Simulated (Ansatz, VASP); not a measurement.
Li2P: VASP beside Ansatz

```
Li P
1.0
     4.30886    0.00000    0.00000
    -2.15443    3.73158    0.00000
     0.00000    0.00000    6.89954
Li P
4 2
Cartesian
  0.0000 0.0000 0.0000
  0.0000 2.4877 1.5209
  2.1544 1.2439 3.4498
  0.0000 2.4877 5.3786
  2.1544 1.2439 1.1318
  2.1544 1.2439 5.7678
```

Alike in both runs: functional PBE; k mesh 12 × 12 × 6; occupations gaussian, width 0.1 eV; no spin polarisation.

Ansatz relaxed the structure, and its values are those at the end. VASP's run is a single point on that final structure, the one shown.

|  | VASP | Ansatz |
| --- | --- | --- |
| version | VASP 6.6.1 | Ansatz 0.2.0 |
| potentials or method | VASP PAW PBE potentials, release 64 (Li_sv, P) | scalar-relativistic, plane waves, PAW |
| plane-wave cutoff (eV) | 520 | 420 |
| valence electrons in the cell | 22 | 22 |

Ansatz gave:

- gap on the k mesh at the Fermi level (eV): none
- rms of the force components (eV/Å): 0.000

Question: What did VASP give for the same quantities?

Answer: gap on the k mesh at the Fermi level (eV): none; rms of the force components (eV/Å): 0.014.

A gap of «none» marks a metal or a gap that the smearing closes.
